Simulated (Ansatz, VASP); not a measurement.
## CsGeH3: VASP beside Ansatz

File INCAR:

```
SYSTEM = CsGeH3
ALGO     = Normal         ! electronic algorithm
EDIFF    = 1E-6           ! SCF threshold, eV
ENCUT    = 520            ! plane-wave cutoff, eV
GGA      = PE             ! functional
ISIF     = 2              ! what is computed and relaxed
ISMEAR   = 0              ! smearing method
LASPH    = .True.         ! aspherical terms in the spheres
LCHARG   = .True.         ! write CHGCAR
LELF     = .True.         ! ELF
LREAL    = .False.        ! projectors in reciprocal space
LVHAR    = .True.       
LWAVE    = .False.        ! write WAVECAR
NBANDS   = 21             ! bands
NELM     = 80             ! most SCF steps
PREC     = Accurate       ! precision mode
SIGMA    = 0.05           ! smearing width, eV
```

File KPOINTS:

```
k-points
0
Gamma
  4 4 4
  0 0 0
```

POSCAR

```
CsGeH3
1.0
    4.1942514175      0.0000000000      0.0000000000
    0.0000000000      4.1942514175      0.0000000000
    0.0000000000      0.0000000000      4.1942514175
Cs Ge H
1 1 3
Direct
    0.0000000000      0.0000000000      0.0000000000
    0.5000000000      0.5000000000      0.5000000000
    0.5000000000      0.5000000000      0.0000000000
    0.5000000000      0.0000000000      0.5000000000
    0.0000000000      0.5000000000      0.5000000000
```

Input for Ansatz:

```yaml
crystal:
  lattice:
    - [4.1942514175, 0.0, 0.0]
    - [0.0, 4.1942514175, 0.0]
    - [0.0, 0.0, 4.1942514175]
  atoms:
    - { symbol: Cs, position: [0.0, 0.0, 0.0] }
    - { symbol: Ge, position: [0.5, 0.5, 0.5] }
    - { symbol: H, position: [0.5, 0.5, 0.0] }
    - { symbol: H, position: [0.5, 0.0, 0.5] }
    - { symbol: H, position: [0.0, 0.5, 0.5] }
basis:
  ecutwfc: 420
kpoints:
  mp_grid: { grid: [4, 4, 4] }
hamiltonian:
  xc: pbe
scf:
  occupations: { method: gaussian, width: 0.05 }
output:
  forces: true
  stress: true
  eigenvalues: true
```

The cell comes from a database or a generator and needn't be the stable form of this composition.

Alike in both runs: task single point; functional PBE; k mesh 4 × 4 × 4; occupations gaussian, width 0.05 eV; no spin polarisation.

```csv
,VASP,Ansatz
version,VASP 6.6.1,Ansatz 0.2.0
potentials or method,"VASP PAW PBE potentials, release 64 (Cs_sv, Ge_d, H)","scalar-relativistic, plane waves, PAW"
plane-wave cutoff (eV),520,420
valence electrons in the cell,26,26
```

```csv
,VASP,Ansatz,Ansatz less VASP
gap on the k mesh at the Fermi level (eV),none,none,-
pressure (GPa),2.0,1.9,-0.03
```

A gap of «none» marks a metal or a gap that the smearing closes.

Caveats: the k mesh is coarse (spacing up to 0.37 Å⁻¹), so the values aren't converged. Spin-orbit coupling is left out, which matters for the levels of Cs.
